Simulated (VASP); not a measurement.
Level of theory: PBE GGA, VASP's PBE PAW potentials (set 64) (plane waves; VASP).

Input for VASP

KPOINTS:
```
kpoints
0
G
13 13 8
0 0 0
```

**POSCAR**
```
Sc
1.0
  1.5854095515  -2.7460097910   0.0000000000
  1.5854095515   2.7460097910   0.0000000000
  0.0000000000   0.0000000000   4.8973328964
Sc
2
direct
  0.3333330000   0.6666670000   0.2500000000
  0.6666670000   0.3333330000   0.7500000000
```

**INCAR**
```
ISMEAR = 1
ALGO = Normal
EDIFFG = -0.02   ! ionic stop
PREC = Accurate
NSW = 40   ! most ionic steps
LREAL = .FALSE.   ! projection in real space or not
PSTRESS = 100
SIGMA = 0.1   ! width (eV)
GGA = PE
SYSTEM = Sc
EDIFF = 1E-6
LWAVE = .FALSE.
ISIF = 3   ! ions, shape and volume
LCHARG = .FALSE.
NELM = 100
IBRION = 2   ! conjugate gradients
LASPH = .TRUE.   ! aspherical one-centre terms
LMAXMIX = 4
ENCUT = 500
```

POTCAR, in this order: Sc_sv (PBE.64 set). Program: vasp_std.

The resulting files:

File OUTCAR:
```
 ion  position               nearest neighbor table
   1  0.333  0.667  0.250-   2 3.06   2 3.06   2 3.06   2 3.06   2 3.06   2 3.06
   2  0.667  0.333  0.750-   1 3.06   1 3.06   1 3.06   1 3.06   1 3.06   1 3.06
  LATTYP: Found a hexagonal cell.
 ALAT       =     3.1708190138
 C/A-ratio  =     1.5445009239
 Subroutine PRICEL returns:
 Original cell was already a primitive cell.
 Subroutine GETGRP returns: Found 24 space group operations
The static configuration has the point symmetry D_3d.
 The point group associated with its full space group is D_6h.
The dynamic configuration has the point symmetry D_3d.
 Subroutine INISYM returns: Found 24 space group operations
 Subroutine IBZKPT returns following result:
 Found    105 irreducible k-points:

 Following reciprocal coordinates:
            Coordinates               Weight
  0.000000  0.000000  0.000000      1.000000
  0.076923 -0.000000  0.000000      6.000000
  0.153846  0.000000  0.000000      6.000000
  0.230769  0.000000  0.000000      6.000000
  0.307692  0.000000  0.000000      6.000000
  0.384615  0.000000  0.000000      6.000000
  0.461538  0.000000  0.000000      6.000000
  0.076923  0.076923  0.000000      6.000000
  0.153846  0.076923  0.000000     12.000000
  0.230769  0.076923  0.000000     12.000000
  0.307692  0.076923  0.000000     12.000000
  0.384615  0.076923  0.000000     12.000000
  0.461538  0.076923  0.000000      6.000000
  0.153846  0.153846  0.000000      6.000000
  0.230769  0.153846  0.000000     12.000000
  0.307692  0.153846  0.000000     12.000000
  0.384615  0.153846  0.000000     12.000000
  0.230769  0.230769  0.000000      6.000000
  0.307692  0.230769  0.000000     12.000000
  0.384615  0.230769  0.000000      6.000000
  0.307692  0.307692  0.000000      6.000000
  0.000000  0.000000  0.125000      2.000000
  0.076923 -0.000000  0.125000     12.000000
  0.153846  0.000000  0.125000     12.000000
  0.230769  0.000000  0.125000     12.000000
  0.307692  0.000000  0.125000     12.000000
  0.384615  0.000000  0.125000     12.000000
  0.461538  0.000000  0.125000     12.000000
  0.076923  0.076923  0.125000     12.000000
  0.153846  0.076923  0.125000     24.000000
  0.230769  0.076923  0.125000     24.000000
  0.307692  0.076923  0.125000     24.000000
  0.384615  0.076923  0.125000     24.000000
  0.461538  0.076923  0.125000     12.000000
  0.153846  0.153846  0.125000     12.000000
  0.230769  0.153846  0.125000     24.000000
  0.307692  0.153846  0.125000     24.000000
  0.384615  0.153846  0.125000     24.000000
  0.230769  0.230769  0.125000     12.000000
  0.307692  0.230769  0.125000     24.000000
   k-points           NKPTS =    105   k-points in BZ     NKDIM =    105   number of bands    NBANDS=     15
   number of dos      NEDOS =    301   number of ions     NIONS =      2
   total plane-waves  NPLWV =  20736
   dimension x,y,z NGX =    24 NGY =   24 NGZ =   36
   dimension x,y,z NGXF=    48 NGYF=   48 NGZF=   72
   ions per type =               2
   PREC   = accura    normal or accurate (medium, high low for compatibility)
   ISTART =      0    job   : 0-new  1-cont  2-samecut
   ICHARG =      2    charge: 1-file 2-atom 10-const
   ISPIN  =      1    spin polarized calculation?
   LNONCOLLINEAR =      F non collinear calculations
   LSORBIT =      F    spin-orbit coupling
   INIWAV =      1    electr: 0-lowe 1-rand  2-diag
   ENCUT  =  500.0 eV  36.75 Ry    6.06 a.u.   5.78  5.78  8.93*2*pi/ulx,y,z
   NELM   =    100;   NELMIN=  2; NELMDL= -5     # of ELM steps
   EDIFF  = 0.1E-05   stopping-criterion for ELM
   LREAL  =      F    real-space projection
...
```

**OSZICAR**
```
       N       E                     dE             d eps       ncg     rms          rms(c)
DAV:   1     0.378670770228E+03    0.37867E+03   -0.11029E+04  3158   0.156E+03
DAV:   2     0.922531655246E+01   -0.36945E+03   -0.36449E+03  4343   0.668E+02
DAV:   3    -0.131369066173E+02   -0.22362E+02   -0.21771E+02  5292   0.193E+02
DAV:   4    -0.134433197382E+02   -0.30641E+00   -0.30537E+00  4732   0.223E+01
DAV:   5    -0.134483641014E+02   -0.50444E-02   -0.50452E-02  5271   0.270E+00    0.886E+00
DAV:   6    -0.124597736291E+02    0.98859E+00   -0.21951E+00  3927   0.205E+01    0.284E+00
DAV:   7    -0.123180474343E+02    0.14173E+00   -0.58944E-01  4032   0.983E+00    0.750E-01
DAV:   8    -0.123090557271E+02    0.89917E-02   -0.17292E-02  4470   0.194E+00    0.183E-01
DAV:   9    -0.123084810526E+02    0.57467E-03   -0.31876E-03  4276   0.755E-01    0.192E-02
DAV:  10    -0.123084832799E+02   -0.22273E-05   -0.65228E-05  5349   0.130E-01    0.660E-03
DAV:  11    -0.123084787285E+02    0.45514E-05   -0.29423E-06  3106   0.287E-02    0.133E-03
DAV:  12    -0.123084799569E+02   -0.12284E-05   -0.28035E-07  2135   0.123E-02    0.810E-04
DAV:  13    -0.123084797091E+02    0.24778E-06   -0.96948E-08  1995   0.686E-03
   1 F= -.96470035E+01 E0= -.96468304E+01  d E =-.964700E+01
       N       E                     dE             d eps       ncg     rms          rms(c)
DAV:   1    -0.123047731478E+02    0.37068E-02   -0.33613E-02  4150   0.391E+00    0.186E-01
DAV:   2    -0.123043104618E+02    0.46269E-03   -0.30046E-03  4695   0.104E+00    0.738E-02
DAV:   3    -0.123042021605E+02    0.10830E-03   -0.30706E-04  4907   0.268E-01    0.290E-02
DAV:   4    -0.123041968843E+02    0.52762E-05   -0.23607E-05  5458   0.613E-02    0.619E-03
DAV:   5    -0.123041970915E+02   -0.20726E-06   -0.10477E-06  2037   0.163E-02
   2 F= -.96470555E+01 E0= -.96468843E+01  d E =-.519894E-04
```

File OUTCAR:
```
------------------------ aborting loop because EDIFF is reached ----------------------------------------
  FORCE on cell =-STRESS in cart. coord.  units (eV):
  Direction    XX          YY          ZZ          XY          YZ          ZX
  --------------------------------------------------------------------------------------
  Total        2.6772102      2.6772100      2.6591291      0.0000000     -0.0000000     -0.0000000
  in kB      100.7552693    100.7552608    100.0747966      0.0000000     -0.0000000     -0.0000000
  external PRESSURE =       0.5284422 kB  Pullay stress =     100.0000000 kB
  volume of cell :       42.57
      direct lattice vectors                 reciprocal lattice vectors
     1.585399512 -2.745992388  0.000000000     0.315377920 -0.182083535 -0.000000000
     1.585399512  2.745992388  0.000000000     0.315377920  0.182083535  0.000000000
     0.000000000 -0.000000000  4.889418816    -0.000000000 -0.000000000  0.204523285
 POSITION                                       TOTAL-FORCE (eV/Angst)
 -----------------------------------------------------------------------------------
      1.58540      0.91533      1.22235         0.000000     -0.000000      0.000000
      1.58540     -0.91533      3.66706        -0.000000      0.000000     -0.000000
 -----------------------------------------------------------------------------------
    total drift:                               -0.000102      0.000655     -0.000016
  FREE ENERGIE OF THE ION-ELECTRON SYSTEM (eV)
  ---------------------------------------------------
  free  energy   TOTEN  =       -12.3041970915 eV

  energy  without entropy=      -12.3036836112  energy(sigma->0) =      -12.30402593
  enthalpy is  TOTEN    =        -9.6470554721 eV   P V=        2.6571416194

 reached required accuracy - stopping structural energy minimisation
```
(Selected blocks of OUTCAR.)

**CONTCAR**
```
Sc
   1.00000000000000
     1.5853995116581885   -2.7459923882605990    0.0000000000000000
     1.5853995116581885    2.7459923882605990    0.0000000000000000
     0.0000000000000000   -0.0000000000000000    4.8894188159842988
  Sc
     2
Direct
     0.3333330000000032    0.6666669999999968    0.2500000000000000
     0.6666669999999968    0.3333330000000032    0.7500000000000000
```

The compound is Sc in the hcp structure. This run relaxes it under an external pressure of 10 GPa. Symmetry was kept, so distortions that lower it aren't found.
